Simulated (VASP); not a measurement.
An input for Ansatz (written as the equivalent of a VASP run, and not itself run):

Ansatz 0.2 input:
```yaml
crystal:
  lattice:
    - [3.8184100, 0.0000000, 0.0000000]
    - [0.0000000, 3.8184100, 0.0000000]
    - [0.0000000, 0.0000000, 3.8184100]
  atoms:
    - { symbol: Cs, position: [0.0000000, 0.0000000, 0.0000000] }
    - { symbol: H, position: [0.5000000, 0.5000000, 0.5000000] }
kpoints:
  mp_grid: { grid: [6, 6, 6] }
hamiltonian:
  xc: pbesol
  pseudopotentials: { kind: paw }
scf:
  occupations: { method: gaussian, width: 0.05 }
  max_iter: 100
relax:
  max_steps: 60
  f_tol: 0.01
  cell: {}
output: { forces: true, stress: true, eigenvalues: true }
```

Q: Write the VASP files for the same calculation (PBEsol).

A: This is not unique; one that fits is 
INCAR:
```
! general
SYSTEM =CsH
PREC   =Accurate
ENCUT  =400   ! plane-wave cut-off (eV)
LREAL  =.False.
LASPH  =.True.   ! aspherical one-centre terms

! electronic loop
EDIFF  =1E-6
NELM   =100   ! most electronic steps
ALGO   =Normal   ! blocked Davidson
LMAXMIX=4   ! l cut-off of mixed one-centre charges

! smearing
ISMEAR =0   ! Gaussian
SIGMA  =0.05

! functional
GGA    =PS   ! PBEsol

! ions
IBRION =2   ! conjugate gradients
NSW    =60   ! most ionic steps
ISIF   =3   ! ions, shape and volume
EDIFFG =-0.01

! output
LWAVE  =.False.
LCHARG =.False.
```

**POSCAR**
```
CsH
1.0
  3.8184100000   0.0000000000   0.0000000000
  0.0000000000   3.8184100000   0.0000000000
  0.0000000000   0.0000000000   3.8184100000
Cs H
1 1
Cart
  0.0000000000   0.0000000000   0.0000000000
  1.9092050000   1.9092050000   1.9092050000
```

File KPOINTS:
```
K-points
0
Gamma
6 6 6
0 0 0
```

POTCAR, in this order: Cs_sv H (PBE.64 set). Program: vasp_std.

Limits of the translation: each code has its own PAW files, so the cut-off isn't converted (ENCUT is set for VASP's; basis.ecutwfc is left out, and Ansatz then takes the one that its files recommend); Ansatz stops its SCF on the density residual and VASP on the energy change (EDIFF).

The structure comes from a computed database's CsH entry (Pm-3m); how it stands against other phases isn't given here. This run relaxes it. Symmetry was kept, so distortions that lower it aren't found.
